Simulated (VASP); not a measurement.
PbSe (rock salt): computed properties

The numbers are results of r2SCAN meta-GGA, VASP's PBE PAW potentials (set 64) (plane waves; VASP 6.6.1), not measurements.

space group: Fm-3m (225)
cell: a = b = c = 6.175 Å, α = β = γ = 90.00°
volume per atom: 29.43 Å^3/atom
band gap (over mesh and band path): 0.67 eV
smallest direct gap (over mesh and band path): 0.67 eV
band-edge character without spin-orbit coupling: direct, L to L
band gap with spin-orbit coupling: 0.24 eV
density: 8.07 g/cm³

```xyz
2
Lattice="0.0000 3.0874 3.0874 3.0874 0.0000 3.0874 3.0874 3.0874 0.0000" Properties=species:S:1:pos:R:3 pbc="T T T"
Pb     0.0000     0.0000     0.0000
Se     3.0874     3.0874     3.0874
```

Measured: a 6.105 Å at 120 K (computed value off by +1.1 %), as given by Noda, Masumoto, Ohba, Saito, Toriumi, Iwata, Shibuya, Acta Cryst. C 43, 1443 (1987), by a structure database's card. The calculation is for a static lattice, while the measured a holds thermal and zero-point effects, which are part of the difference.  Unless said otherwise, spin-orbit coupling is left out, though it shifts the bands of the heavy elements here.

The compound is PbSe in the rock salt structure. It was relaxed first. Symmetry was kept, so distortions that lower it aren't found.
